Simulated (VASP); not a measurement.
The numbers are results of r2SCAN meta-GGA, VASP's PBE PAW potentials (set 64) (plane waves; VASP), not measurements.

A VASP calculation is set up with these files.

**POSCAR**
```
Ni3Fe
1.0
  3.4905369507   0.0000000000   0.0000000000
  0.0000000000   3.4905369507   0.0000000000
  0.0000000000   0.0000000000   3.4905369507
Fe Ni
1 3
Cart
  0.0000000000   0.0000000000   0.0000000000
  0.0000000000   1.7452684754   1.7452684754
  1.7452684754   0.0000000000   1.7452684754
  1.7452684754   1.7452684754   0.0000000000
```

File KPOINTS:
```
Automatic mesh
0
Gamma
8 8 8
0 0 0
```

INCAR:
```
# general
SYSTEM   =  Ni3Fe
PREC     =  Accurate
ENCUT    =  520   # plane-wave cut-off (eV)
LREAL    =  .FALSE.   # projection in real space or not
LASPH    =  .TRUE.

# electronic loop
EDIFF    =  1E-6
NELM     =  100   # most electronic steps
ALGO     =  Normal   # blocked Davidson
LMAXMIX  =  4   # l cut-off of mixed one-centre charges
LMIXTAU  =  .TRUE.

# smearing
ISMEAR   =  1
SIGMA    =  0.1   # width (eV)

# functional
METAGGA  =  R2SCAN

# spin
ISPIN    =  2   # spin-polarised
MAGMOM   =  3.0 3*0.7

# ions
IBRION   =  2   # conjugate gradients
NSW      =  60   # most ionic steps
ISIF     =  3
EDIFFG   =  -0.02   # ionic stop

# output
LWAVE    =  .FALSE.
LCHARG   =  .FALSE.
LORBIT   =  10
```

POTCAR, in this order: Fe Ni (PBE.64 set). Program: vasp_std.

Task: What will the output report for the number of irreducible k-points (NKPTS), largest plane-wave count, number of space-group operations, FFT grid (NGX, NGY, NGZ)?

Result: 
```json
{
  "number of irreducible k-points (NKPTS)": "35",
  "largest_plane_wave_count": "1189",
  "number_of_space_group_operations": "48",
  "FFT grid (NGX, NGY, NGZ)": "28 × 28 × 28"
}
```

The compound is Ni3Fe in the L1_2 structure. This run relaxes it. Symmetry was kept, so distortions that lower it aren't found. The start is the result of an earlier pass.
